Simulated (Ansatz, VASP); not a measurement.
**PbIBr (1T-PbBrI monolayer): VASP beside Ansatz**

Wanted: the spread between two codes on one cell, functional and k mesh. Of the first pair: The structure shown is the start of the Ansatz relaxation below; VASP solves that cell, so the two are compared at the walk's first step.

Program: Ansatz 0.2.0. Level of theory: plane waves, with VASP 6.6.1 beside it; single point at PBE with D3(BJ). Results are calculated unless marked as measured.

### 1. Set-up

The cell holds 3 atoms: 1 I, 1 Pb and 1 Br. Its edges and angles: a = 4.142 Å, b = 4.142 Å, c = 35.988 Å, α = 90.0°, β = 90.0°, γ = 120.0°. Vacuum lies along c.

### 2. Ansatz: relaxation, PBE with D3(BJ)

Ansatz runs on its PAW soft_1 files.

The two programs are compared at the cell with which this relaxation starts, whose forces are those of its first step.

input.yaml reads:

```yaml
crystal:
  lattice:
    - [4.142421, 0.0, 0.0]
    - [-2.0712105, 3.5874418192, 0.0]
    - [0.0, 0.0, 35.9878610306]
  atoms:
    - { symbol: I, position: [0.6666666667, 0.3333333333, 0.4654347194] }
    - { symbol: Pb, position: [0.0, 0.0, 0.5057339882] }
    - { symbol: Br, position: [0.3333333333, 0.6666666667, 0.5345652806] }
  periodic: [true, true, false]
kpoints:
  mp_grid: { grid: [12, 12, 1] }
hamiltonian:
  xc: pbe
  dispersion: d3bj
  pseudopotentials: { kind: paw, azcp: { folder: soft_1 } }
scf:
  occupations: { method: fermi_dirac, width: 0.05 }
  convergence: { dr2_threshold: 1.0e-09 }
relax:
  f_tol: 0.004
  max_steps: 90
  cell: {}
output:
  write_potential: true
  write_density: true
  volumetric_format: npy
```

Launch:

```console
> ansatz run input.yaml --threads 2 --pin off --max-ram 3072MiB --backend cpu --events-out ev --progress --plain --runs-dir out
```

Numbers of over 12 decimals in the logs are rounded to 6 here.

What it wrote:

```text
Warning: relax.cell: scf.convergence.dr2_threshold = 1e-9 eV is looser than the 1.92373453089e-10 eV advised for a relaxation that steers and ends on the stress (1e-10 eV for each atom of the cell: 3, times the square of relax.cell.stress_2d_tol = 0.05 N/m over 12.5 Å (the atoms' height at the walk's start and 5 Å past either face), 4.004e-2 GPa, over a crystal's default 0.05). What an SCF threshold leaves in a stress goes as its square root, and in the free energy as the threshold itself, and one threshold admits the most on a small cell: [figures from the program's tests cut] Set scf.convergence.dr2_threshold to 1.92373453089e-10 eV or tighter. [rest of the remark cut]
Engine: ansatz 0.2.0, x86_64-unknown-linux-gnu
Pseudopotentials: kind: paw
Pseudopotential: I, paw, valence charge 17, recommended cutoff 420 eV (normal), soft_1/I.paw.azcp
Pseudopotential: Pb, paw, valence charge 14, recommended cutoff 420 eV (normal), soft_1/Pb.paw.azcp
Pseudopotential: Br, paw, valence charge 7, recommended cutoff 420 eV (normal), soft_1/Br.paw.azcp
Functional definition: PBE
  parameter kappa = 0.804
  parameter beta = 0.066725
  exchange = pbe_x(kappa = kappa, mu = beta*pi^2/3)
  correlation = pbe_c(beta = beta)
Crystal: 3 atoms, lattice volume = 534.805 Å³
Basis set: ecut = 420 eV, 10309 PW (Γ), exchange–correlation on 60×60×486 points (8 copies of the dense FFT grid, shifted against one another)
Bands: 23, of which v1, the nominal top of the filled ones, is band 19 counted from 1 (18 counted from 0)
Symmetry: 6 space group operations
Space group: P3m1 (ITA 156), of the structure as read, at distance tolerance 8.1e-5 Å
k-points: 19 of 144 (time reversal used)
Non-local potential: I, projectors of the file, l = 0: 2, l = 1: 2, l = 2: 2, l = 3: 1
Non-local potential: Pb, projectors of the file, l = 0: 2, l = 1: 2, l = 2: 2, l = 3: 1
Non-local potential: Br, projectors of the file, l = 0: 2, l = 1: 2, l = 2: 2
PAW form: soft (Blöchl's): semilocal exchange-correlation on the pseudo side does not see the compensation charge
PAW one-centre angular grid: I, 590 points (default); XC on 64 Gauss nodes
PAW one-centre angular grid: Pb, 590 points (default); XC on 64 Gauss nodes
PAW one-centre angular grid: Br, 110 points (default); XC on 64 Gauss nodes
Initial density: superposition of atomic densities (neutral atoms: chi_scale 0, normalization atom)
Initial wavefunctions: pseudopotential atomic-orbital guess
Functional: x = pbe(κ = 0.804, μ = 0.219515), c = pbe(β = 0.066725)
iter 1 solved again at ethr=1.30e-3 eV; its pass at ethr=3.10e-3 eV (dr2=4.94e-1 eV) is discarded
SCF iter   1: F=—  HF=-22204.799354 eV  |F-HF|=—  |Δ(HF+E_count)|=         —  Δρ=7.54e-3  dr2=4.97e-1  ethr=1.30e-3  ⟨swp⟩=1.5  Hψ=5003  notcnv=0
preconditioner: auto → Resta (q_TF=auto, 1.756 Å⁻¹)  ε∞=1.3  [insulator: Δε(μ)=1.587 eV  Ē_g=14.575 eV  σ=0.050 eV  W_gap=1.00  n_scr=26 (ndim 8)  ℏωp=8.5 eV  f_vac=0.814  D(μ)=0.00/eV (n_scr^D=0)  ε∞_Penn≈1.3  vacuum switching on, ρ_ref=1.5e-2 e/Å³]
SCF iter   2: F=—  HF=-22204.653324 eV  |F-HF|=—  |Δ(HF+E_count)|=   1.46e-1  Δρ=2.66e-3  dr2=4.54e-2  ethr=1.30e-3  ⟨swp⟩=3.8  Hψ=882  notcnv=0
SCF iter   3: F=—  HF=-22204.664391 eV  |F-HF|=—  |Δ(HF+E_count)|=   1.11e-2  Δρ=1.50e-3  dr2=8.58e-2  ethr=1.20e-4  ⟨swp⟩=5.6  Hψ=1224  notcnv=0
SCF iter   4: F=—  HF=-22204.656463 eV  |F-HF|=—  |Δ(HF+E_count)|=   7.93e-3  Δρ=8.96e-4  dr2=2.19e-2  ethr=1.20e-4  ⟨swp⟩=5.2  Hψ=1088  notcnv=0
SCF iter   5: F=—  HF=-22204.654475 eV  |F-HF|=—  |Δ(HF+E_count)|=   1.99e-3  Δρ=2.99e-4  dr2=2.14e-3  ethr=5.76e-5  ⟨swp⟩=2.9  Hψ=746  notcnv=0
SCF iter   6: F=—  HF=-22204.654444 eV  |F-HF|=—  |Δ(HF+E_count)|=   3.14e-5  Δρ=6.55e-5  dr2=1.88e-5  ethr=5.63e-6  ⟨swp⟩=3.2  Hψ=855  notcnv=0
SCF iter   7: F=—  HF=-22204.654439 eV  |F-HF|=—  |Δ(HF+E_count)|=   4.29e-6  Δρ=2.44e-5  dr2=2.31e-6  ethr=4.94e-8  ⟨swp⟩=3.5  Hψ=1007  notcnv=0
SCF iter   8: F=—  HF=-22204.654552 eV  |F-HF|=—  |Δ(HF+E_count)|=   1.12e-4  Δρ=6.22e-6  dr2=4.71e-7  ethr=6.09e-9  ⟨swp⟩=3.2  Hψ=931  notcnv=0
SCF iter   9: F=—  HF=-22204.654552 eV  |F-HF|=—  |Δ(HF+E_count)|=   6.20e-8  Δρ=2.67e-6  dr2=5.79e-8  ethr=1.24e-9  ⟨swp⟩=3.3  Hψ=833  notcnv=0
[...]
preconditioner: auto → Resta (q_TF=auto, 1.711 Å⁻¹)  ε∞=1.4  [insulator: Δε(μ)=2.777 eV  Ē_g=13.148 eV  σ=0.050 eV  W_gap=1.00  n_scr=60 (ndim 8)  ℏωp=7.9 eV  f_vac=0.793  D(μ)=0.00/eV (n_scr^D=0)  ε∞_Penn≈1.4  vacuum switching on, ρ_ref=1.3e-2 e/Å³]
[...]
SCF iter   6: F=-22208.015762 eV  HF=-22208.015762 eV  |F-HF|=4.37e-11  |Δ(HF+E_count)|=   7.45e-9  Δρ=3.87e-7  dr2=5.97e-10  ethr=2.63e-12  ⟨swp⟩=10.5  Hψ=3885  notcnv=0
SCF 10 converged in 6 iterations: F = -22208.015762 eV  dr2 = 5.97e-10
relax step  10: F+E_penalty+E_count = -22208.01576154 eV  Δ(F+E_penalty+E_count) = -4.741e-6 eV  max|allowed force component| = 3.095e-4 eV/Å  Δτ_max = 0.0027 Å  P = +0.005 N/m  Ω = 623.702 Å³  energy of the carried Pulay correction = -2.189e-3 eV  fix = [c, alpha, beta]  reactions: c +0.000 N/m  (6 SCF iters, accepted)
Initial wavefunctions: pseudopotential atomic-orbital guess (no wavefunctions were taken with the density)
iter 1 solved again at ethr=3.26e-6 eV; its pass at ethr=3.10e-3 eV (dr2=1.24e-3 eV) is discarded
SCF iter   1: F=—  HF=-22208.000758 eV  |F-HF|=—  |Δ(HF+E_count)|=         —  Δρ=2.64e-4  dr2=1.73e-5  ethr=3.26e-6  ⟨swp⟩=4.3  Hψ=4748  notcnv=0
preconditioner: auto → Resta (q_TF=auto, 1.711 Å⁻¹)  ε∞=1.4  [insulator: Δε(μ)=2.778 eV  Ē_g=13.139 eV  σ=0.050 eV  W_gap=1.00  n_scr=60 (ndim 8)  ℏωp=7.9 eV  f_vac=0.793  D(μ)=0.00/eV (n_scr^D=0)  ε∞_Penn≈1.4  vacuum switching on, ρ_ref=1.3e-2 e/Å³]
SCF iter   2: F=—  HF=-22208.012153 eV  |F-HF|=—  |Δ(HF+E_count)|=   1.14e-2  Δρ=1.32e-4  dr2=3.94e-6  ethr=4.55e-8  ⟨swp⟩=3.9  Hψ=1197  notcnv=0
SCF iter   3: F=—  HF=-22208.017090 eV  |F-HF|=—  |Δ(HF+E_count)|=   4.94e-3  Δρ=3.08e-5  dr2=3.43e-6  ethr=1.04e-8  ⟨swp⟩=3.8  Hψ=901  notcnv=0
SCF iter   4: F=—  HF=-22208.017368 eV  |F-HF|=—  |Δ(HF+E_count)|=   2.78e-4  Δρ=1.53e-5  dr2=2.48e-6  ethr=9.01e-9  ⟨swp⟩=2.9  Hψ=723  notcnv=0
SCF iter   5: F=—  HF=-22208.017446 eV  |F-HF|=—  |Δ(HF+E_count)|=   7.78e-5  Δρ=7.34e-6  dr2=1.84e-7  ethr=6.53e-9  ⟨swp⟩=1.9  Hψ=490  notcnv=0
SCF iter   6: F=—  HF=-22208.017476 eV  |F-HF|=—  |Δ(HF+E_count)|=   3.03e-5  Δρ=2.34e-6  dr2=2.51e-8  ethr=4.84e-10  ⟨swp⟩=2.8  Hψ=717  notcnv=0
SCF iter   7: F=—  HF=-22208.017481 eV  |F-HF|=—  |Δ(HF+E_count)|=   5.10e-6  Δρ=4.92e-7  dr2=1.04e-9  ethr=6.60e-11  ⟨swp⟩=2.7  Hψ=863  notcnv=0
SCF iter   8: F=-22208.017482 eV  HF=-22208.017482 eV  |F-HF|=3.85e-8  |Δ(HF+E_count)|=   3.92e-7  Δρ=1.61e-7  dr2=1.45e-10  ethr=2.63e-12  ⟨swp⟩=17.8  Hψ=3749  notcnv=0
SCF 11 converged in 8 iterations: F = -22208.017482 eV  dr2 = 1.45e-10
relax step  11: F+E_penalty+E_count = -22208.01748192 eV  Δ(F+E_penalty+E_count) = -1.720e-3 eV  max|allowed force component| = 4.455e-4 eV/Å  Δτ_max = 0.0000 Å  P = +0.012 N/m  Ω = 623.702 Å³  fix = [c, alpha, beta]  reactions: c +0.000 N/m  stress off target by 1.20e-2 N/m on what of the cell is left free  SCF on the basis re-selected at this cell (its energy is not comparable with the rows above)  (8 SCF iters)
basis re-selected at this cell: Δ(F+E_penalty+E_count) = -1.720e-3 eV, ΔP = +0.007 N/m vs the last step (what re-selecting the basis moved, of the pressure what is left beyond the Pulay correction that the steps carried, after the strain that the cell walked since its last selection, with what the two solves' SCF thresholds leave and, on support functions, any second-order correction that the steps lacked; it is no m [...]
WARN: The output density's exchange-correlation potential varies sharply where the density is thin. Do not read a vacuum level from v_tot or v_xc, or from such a field of the output density. On a cell that repeats whose density bears no net charge and no dipole along the vacuum's axis use v_es (v_loc + v_h of the components); under efield.dipole_correction with no amplitude use v_es + v_field, which holds any externa [...]
SCF converged after 8 iterations
Free energy (F): -22208.017482 eV
Harris-Foulkes:  -22208.017482 eV  (|F-HF|=3.85e-8)
Internal energy: -22208.017482 eV  (E = F + TS)
E sigma→0 (E₀):  -22208.017482 eV
Fermi energy:    -5.200159 eV
--- Per-component energies (eV) ---
  E_band       = -922.583643
  E_kinetic    = 580.890637
  E_local      = -58763.402909  (includes V_loc(G=0)·N_el)
  E_nonlocal   = 471.335475
  E_hartree    = 28871.701250
  E_xc         = -511.007163
  E_vxc        = -357.901918  (∫ρ·V_xc dr)
  E_paw        = -17486.673076  (= ΣΔE_a)
  E_vpaw       = -596.905176  (= ΣTr[D̂ρ^β])
  E_aug_tail   = -0.002507  (compensation charges beyond the density's cutoff)
  E_ewald      = 24629.726165
  E_disp       = -0.585355  (pairwise vdW)
  E_smearing   = -0.000000  (= −TS)
  E_closure    = -0.000000  (closes the sum)
  Σ components = -22208.017482   (vs F -22208.017482, Δ=0.00e0)
--- Forces (eV/Å), atoms counted from 1 ---
  atom   1  I      0.00000000     0.00000000     0.00044415
  atom   2  Pb     0.00000000     0.00000000    -0.00008282
  atom   3  Br    -0.00000000    -0.00000000    -0.00036545
  max |Σ_I F_I| component: 4.13e-6 eV/Å
--- 2D stress c σ (N/m, compression-positive) ---
        0.012038      -0.000000      -0.000000
       -0.000000       0.012038      -0.000000
       -0.000000      -0.000000       0.000000
  P = ½ c Tr σ = 0.0120 N/m
--- Band table (eV; the first three rows and the last of 19) ---
  k-point 0: bands = [... 15 lower, -7.7651, -7.0326, -6.9785, -6.9785, -3.8984, -2.6997, -2.6997, -0.6752]
  k-point 1: bands = [... 15 lower, -7.7574, -7.2685, -7.0037, -6.8179, -3.7005, -2.7866, -2.6382, -0.5494]
  k-point 2: bands = [... 15 lower, -7.8238, -7.5732, -7.0682, -6.6965, -3.4292, -2.7156, -2.4893, -0.3458]
  k-point 18: bands = [... 15 lower, -8.8006, -7.6642, -7.5091, -6.7619, -2.6339, -2.2907, -1.8337, 1.0798]
--- Relaxed structure (10 steps of the walk, 10 accepted, 1 SCFs on fresh bases) ---
  F+E_penalty+E_count = -22208.01748192 eV   max|allowed force component| = 4.455e-4 eV/Å   (the final SCF, on the basis selected at the relaxed cell)
  cell:  # Å, volume = 623.7024 Å³
    - [4.473479, 0, 0]
    - [-2.236739, 3.874146, 0]
    - [0, 0, 35.9878610306]
  atoms:
    - { symbol: I, position: [0.666667, 0.333333, 0.450406] }
    - { symbol: Pb, position: [-5.757919761847287e-19, 0, 0.504839] }
    - { symbol: Br, position: [0.333333, 0.666667, 0.550489] }
```

### 3. VASP: single point, PBE with D3(BJ), start cell, pair 1

The same cell, functional, mesh and smearing now go to VASP, with its own data sets.

Lines of VASP's logs that name or quote its potential files are left out, and so is its time.

INCAR reads:

```
SYSTEM = PbIBr
PREC = Accurate
ENCUT = 400
EDIFF = 1E-06
NELM = 120
ISMEAR = -1
SIGMA = 0.05
LREAL = .FALSE.
ALGO = Normal
GGA = PE
IVDW = 12
NBANDS = 20
LORBIT = 11
LWAVE = .FALSE.
LCHARG = .FALSE.
ISIF = 2
LDIPOL = .TRUE.
IDIPOL = 3
DIPOL = 0.5 0.5 0.502
LVHAR = .TRUE.
LASPH = .TRUE.
GGA_COMPAT = .FALSE.
EFERMI = MIDGAP
NELMDL = -8
KPAR = 2
```

POSCAR reads:

```
PbIBr
1.0
    4.1424210000      0.0000000000      0.0000000000
   -2.0712110000      3.5874420000      0.0000000000
    0.0000000000      0.0000000000     35.9878610000
I Pb Br
1 1 1
Direct
    0.6666668276      0.3333333333      0.4654347198
    0.0000001609      1.0000000000      0.5057339751
    0.3333334943      0.6666666666      0.5345652802
```

KPOINTS reads:

```
Automatic mesh
0
Gamma
12 12 1
0 0 0
```

The projector-augmented-wave data sets are I, Pb_d and Br (PBE family, release 64).

Launch:

```console
> mpirun -np 2 vasp_std
```

What it wrote:

```text
[banner, memory and clock lines left out]
running    2 mpi-ranks, on    1 nodes
 distrk:  each k-point on    1 cores,    2 groups
 distr:  one band on    1 cores,    1 groups

 POSCAR found type information on POSCAR I PbBr
 POSCAR found :  3 types and       3 ions
 LDA part: xc-table for (Slater+PW92), standard interpolation
 POSCAR, INCAR and KPOINTS ok, starting setup
 FFT: planning ... GRIDC
 FFT: planning ... GRID_SOFT
 FFT: planning ... GRID
 WAVECAR not read
 entering main loop
       N       E                     dE             d eps       ncg     rms          rms(c)
DAV:   1     0.232768233605E+03    0.23277E+03   -0.87201E+03   928   0.788E+02
DAV:   2     0.237423394899E+02   -0.20903E+03   -0.20441E+03  1060   0.243E+02
DAV:   3    -0.463240631742E+01   -0.28375E+02   -0.27816E+02   976   0.985E+01
DAV:   4    -0.571455700723E+01   -0.10822E+01   -0.10803E+01  1188   0.268E+01
DAV:   5    -0.572203987240E+01   -0.74829E-02   -0.74804E-02  1064   0.166E+00
DAV:   6    -0.572219139475E+01   -0.15152E-03   -0.15152E-03  1208   0.250E-01
DAV:   7    -0.572219315287E+01   -0.17581E-05   -0.17585E-05  1116   0.242E-02
DAV:   8    -0.572219318482E+01   -0.31950E-07   -0.31690E-07   896   0.389E-03    0.985E+00
DAV:   9    -0.558067540909E+01    0.14152E+00   -0.22071E-01  1176   0.475E+00    0.583E+00
DAV:  10    -0.556643741069E+01    0.14238E-01   -0.25822E-01   932   0.384E+00    0.743E-01
DAV:  11    -0.556235777109E+01    0.40796E-02   -0.32780E-02   984   0.210E+00    0.270E-01
DAV:  12    -0.556290688603E+01   -0.54911E-03   -0.50494E-03   916   0.417E-01    0.101E-01
DAV:  13    -0.556277645545E+01    0.13043E-03   -0.44025E-04  1128   0.273E-01    0.380E-02
DAV:  14    -0.556280363737E+01   -0.27182E-04   -0.14732E-04   948   0.902E-02    0.243E-02
[...]
DAV:  18    -0.556297876262E+01   -0.60314E-04   -0.36555E-06   760   0.814E-03    0.387E-03
DAV:  19    -0.556302001435E+01   -0.41252E-04   -0.22253E-06   856   0.562E-03    0.211E-03
DAV:  20    -0.556304678392E+01   -0.26770E-04   -0.77474E-07   864   0.505E-03    0.142E-03
DAV:  21    -0.556305056442E+01   -0.37805E-05   -0.32903E-08   896   0.170E-03    0.568E-04
DAV:  22    -0.556305882980E+01   -0.82654E-05   -0.12611E-07   812   0.123E-03    0.336E-04
DAV:  23    -0.556306111145E+01   -0.22817E-05   -0.35959E-08   872   0.164E-03    0.236E-04
DAV:  24    -0.556306271521E+01   -0.16038E-05   -0.17286E-08   760   0.582E-04    0.188E-04
DAV:  25    -0.556306320338E+01   -0.48817E-06   -0.35206E-09   768   0.352E-04
   1 F= -.63385810E+01 E0= -.63385810E+01  d E =-.355362E-07
```

Parts of OUTCAR (step 3):

```text
ion  position               nearest neighbor table
   1  0.667  0.333  0.465-   2 2.80   2 2.80   2 2.80
   2  0.000  0.000  0.506-   3 2.61   3 2.61   3 2.61   1 2.80   1 2.80   1 2.80
   3  0.333  0.667  0.535-   2 2.61   2 2.61   2 2.61

  LATTYP: Found a hexagonal cell.
 ALAT       =     4.1424210000
 C/A-ratio  =     8.6876396677

 Subroutine GETGRP returns: Found  6 space group operations
 (whereof  6 operations were pure point group operations)

The static configuration has the point symmetry C_3v.

 Found     19 irreducible k-points:

   k-points           NKPTS =     19   k-points in BZ     NKDIM =     19   number of bands    NBANDS=     20

   dimension x,y,z NGX =    28 NGY =   28 NGZ =  240
   dimension x,y,z NGXF=    56 NGYF=   56 NGZF=  480

   ENCUT  =  400.0 eV  29.40 Ry    5.42 a.u.   6.76  6.76 58.69*2*pi/ulx,y,z

   NELECT =      28.0000    total number of electrons

 k-points in reciprocal lattice and weights: Automatic mesh
   0.00000000  0.00000000  0.00000000       0.007
   0.08333333  0.00000000  0.00000000       0.042
   0.16666667  0.00000000  0.00000000       0.042
   0.25000000  0.00000000  0.00000000       0.042
   0.33333333  0.00000000  0.00000000       0.042
   0.41666667  0.00000000  0.00000000       0.042
   0.50000000  0.00000000  0.00000000       0.021
   0.08333333  0.08333333  0.00000000       0.042
   0.16666667  0.08333333  0.00000000       0.083
[...]
0.33333333  0.25000000  0.00000000       0.083
   0.33333333  0.33333333  0.00000000       0.014

 dipolmoment           0.000000      0.000000     -0.027429 electrons x Angstroem

 average (electrostatic) potential at core
       1 -99.2761       2-100.2733       3 -69.3867

 E-fermi :  -2.3584

 k-point     1 :       0.0000    0.0000    0.0000
  band No.  band energies     occupation
    ...
     10      -6.9755      2.00000
     11      -5.9604      2.00000
     12      -5.4640      2.00000
     13      -5.4640      2.00000
     14      -4.6569      2.00000
     15      -1.6902      0.00000
     16      -0.2162      0.00000
     17      -0.2162      0.00000
     18       1.0085      0.00000
     19       1.3514      0.00000
    ...

 k-point     2 :       0.0833    0.0000    0.0000
  band No.  band energies     occupation
    ...
     10      -7.1285      2.00000
     11      -5.8893      2.00000
     12      -5.6607      2.00000
     13      -5.4061      2.00000
     14      -4.3356      2.00000
     15      -1.4642      0.00000
     16      -0.2449      0.00000
     17      -0.0416      0.00000
     18       1.1212      0.00000
     19       1.4518      0.00000
    ...

 k-point     3 :       0.1667    0.0000    0.0000
  band No.  band energies     occupation
    ...
     10      -7.4775      2.00000
     11      -6.2629      2.00000
     12      -5.5455      2.00000
     13      -5.3094      2.00000
     14      -3.9060      2.00000
     15      -1.2117      0.00000
     16       0.2342      0.00000
     17       0.4409      0.00000
     18       1.3017      0.00000
     19       1.7577      0.00000
    ...

 Edisp (eV)   -0.77552

  Total      18.31722    18.31722    11.95867    -0.00000     0.00000    -0.00000
  in kB      54.87507    54.87507    35.82599    -0.00001     0.00000    -0.00000
  external pressure =       48.53 kB  Pullay stress =        0.00 kB

  energy-cutoff  :      400.00
  volume of cell :      534.80
      direct lattice vectors                 reciprocal lattice vectors
     4.142421000  0.000000000  0.000000000     0.241404724  0.139375109  0.000000000
    -2.071211000  3.587442000  0.000000000     0.000000000  0.278750151  0.000000000
     0.000000000  0.000000000 35.987861000     0.000000000  0.000000000  0.027787147

 POSITION                                       TOTAL-FORCE (eV/Angst)
 -----------------------------------------------------------------------------------
      2.07121      1.19581     16.75000         0.000000      0.000000     -4.962967
      0.00000      0.00000     18.20028        -0.000000      0.000000      0.339647
      0.00000      2.39163     19.23786         0.000000      0.000000      4.623320
 -----------------------------------------------------------------------------------
    total drift:                               -0.001184     -0.000001     -0.000060

  FREE ENERGIE OF THE ION-ELECTRON SYSTEM (eV)
  ---------------------------------------------------
  free  energy   TOTEN  =        -6.3385810084 eV

  energy  without entropy=       -6.3385809728  energy(sigma->0) =       -6.33858099

 vacuum level on the upper side and lower side of the slab         1.556         1.890

 total charge
# of ion       s       p       d       tot
------------------------------------------
    1        1.518   2.884   0.044   4.446
    2        1.537   0.756   9.923  12.216
    3        1.631   3.346   0.051   5.027
--------------------------------------------------
tot          4.686   6.986  10.017  21.689

[... 3 further parts left out ...]
```

[end of part 1 of 2]

[Lines on the potential files, build, host, timing and source positions are cut from VASP's logs without a mark.]

[Logs are printed without paths, hosts, clocks, repeated set-up lines and the standing remarks that a program may print on its own settings, such as how far it seeks lower states.]

[Hosts, paths, dates, database ids (printed as entryN), source tags and the programs' standing remarks are cut or masked in the printed files.]
